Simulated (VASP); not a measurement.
Energy against volume of CrO2 (rutile). Calculation: AM05 GGA, VASP's PBE PAW potentials (set 64) (plane waves; VASP). Run with 520 eV cut-off, 7×7×11 Γ-centred mesh, first-order Methfessel-Paxton smearing of 0.10 eV, potentials Cr_pv O.

Shape and ions are relaxed at each volume.

```tsv
V (Å³/atom)	E (eV/atom)
9.035	-8.58770
9.314	-8.59514
9.593	-8.58952
9.873	-8.57309
```

Q: Fit these four points and predict the energy of the run at 8.755 Å³/atom.

A: A cubic in V^(−2/3), the third-order Birch-Murnaghan form, passes through the four points with V0 = 9.32 Å³/atom and B0 = 248 GPa, and gives -8.5643 eV/atom there. The run gave -8.5646 eV/atom, -0.3 meV/atom from the fit; all five points give B0 = 247 GPa.

The compound is CrO2 in the rutile structure. It was relaxed first.
